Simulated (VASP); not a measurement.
SnPN:

```
CELL_PARAMETERS angstrom
3.61379 0.00000 0.00000
0.00000 3.61379 0.00000
0.00000 0.00000 7.65070
ATOMIC_POSITIONS crystal
P 0.00000 0.50000 0.08390
P 0.50000 0.00000 0.91610
Sn 0.00000 0.50000 0.65030
Sn 0.50000 0.00000 0.34970
N 0.00000 0.50000 0.33000
N 0.50000 0.00000 0.67000
```

The cell was built by a generator and needn't be a form met in nature.

Base run:

```yaml
Program: VASP 6.6.1
Functional: PBE
Potentials_or_basis: VASP PAW PBE potentials, release 64 (P, Sn_d, N)
Cutoff: 520 eV
k_mesh: 5 × 5 × 3
Occupations: tetrahedron
Spin: no spin polarisation
```

Its results: band gap on the k mesh none (metal or under the smearing width); pressure -1.1 GPa; largest force 1.258 eV/Å.

Problem. The run is repeated on the same cell with these changes: occupations from tetrahedron to gaussian, width 0.0193 eV; further incar settings from ALGO = Fast; EDIFF = 1e-06; NBANDS = 33 to ALGO = Normal; EDIFF = 1e-07; NBANDS = 33. What comes out?

Solution. Band gap on the k mesh none (metal or under the smearing width); pressure -1.6 GPa; largest force 1.193 eV/Å.

Caveats: forces of over 1 eV/Å show positions far from the minimum, so gaps and moduli don't describe the material at rest.

Not every run made on this cell is shown here.
